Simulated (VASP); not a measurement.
```yaml
crystal:
  lattice:
    - [3.20412, 0.00000, 0.00000]
    - [-1.60206, 2.77484, 0.00000]
    - [0.00000, 0.00000, 13.14321]
  atoms:
    - { symbol: Mo, position: [0.00000, 0.00000, 0.25976] }
    - { symbol: Mo, position: [0.00000, 0.00000, 0.74024] }
    - { symbol: Se, position: [0.66667, 0.33333, 0.86957] }
    - { symbol: Se, position: [0.33333, 0.66667, 0.13043] }
    - { symbol: S, position: [0.33333, 0.66667, 0.37574] }
    - { symbol: S, position: [0.66667, 0.33333, 0.62426] }
```

Calculation: PBEsol GGA, VASP's PBE PAW potentials (set 64) (plane waves; VASP). Run with 400 eV cut-off, Gaussian smearing of 0.050 eV, potentials Mo_sv Se S.

Without a dispersion term in the relaxation, distances and binding between the weakly bound layers, chains or molecules are unreliable, and so is what depends on them.

**Question.** Give the energies of bands 17 to 30 at the high-symmetry points, in eV from the valence-band maximum.

**Answer.** 
```json
[
 {"band": "17", "Γ": "-3.00", "M": "-4.55", "K": "-4.73", "A": "-2.99", "L": "-4.58", "H": "-4.70"},
 {"band": "18", "Γ": "-2.99", "M": "-4.51", "K": "-4.73", "A": "-2.99", "L": "-4.48", "H": "-4.70"},
 {"band": "19", "Γ": "-2.99", "M": "-3.56", "K": "-4.00", "A": "-2.88", "L": "-3.55", "H": "-4.04"},
 {"band": "20", "Γ": "-1.69", "M": "-3.51", "K": "-4.00", "A": "-2.29", "L": "-3.53", "H": "-4.04"},
 {"band": "21", "Γ": "-1.69", "M": "-2.93", "K": "-3.68", "A": "-1.69", "L": "-2.61", "H": "-3.53"},
 {"band": "22", "Γ": "-1.69", "M": "-2.05", "K": "-3.36", "A": "-1.69", "L": "-2.45", "H": "-3.49"},
 {"band": "23", "Γ": "-1.69", "M": "-1.36", "K": "-2.73", "A": "-1.69", "L": "-1.22", "H": "-2.71"},
 {"band": "24", "Γ": "-1.51", "M": "-1.27", "K": "-2.73", "A": "-1.69", "L": "-1.22", "H": "-2.71"},
 {"band": "25", "Γ": "-1.05", "M": "-1.14", "K": "-0.54", "A": "-0.61", "L": "-1.19", "H": "-0.53"},
 {"band": "26", "Γ": "0.00", "M": "-1.04", "K": "-0.54", "A": "-0.08", "L": "-1.08", "H": "-0.53"},
 {"band": "27", "Γ": "2.36", "M": "1.69", "K": "1.15", "A": "2.38", "L": "1.71", "H": "1.15"},
 {"band": "28", "Γ": "2.36", "M": "1.72", "K": "1.18", "A": "2.38", "L": "1.71", "H": "1.18"},
 {"band": "29", "Γ": "2.46", "M": "2.05", "K": "2.28", "A": "2.44", "L": "1.99", "H": "2.14"},
 {"band": "30", "Γ": "2.46", "M": "2.12", "K": "2.28", "A": "2.45", "L": "2.15", "H": "2.14"}
]
```

The gap is indirect, 0.88 eV, from the valence maximum at Γ to the conduction minimum at K-Γ at 0.44.

The structure comes from a computed database's MoSeS entry (P-3m1); how it stands against other phases isn't given here. It was relaxed first, which changed the volume by -6 %.
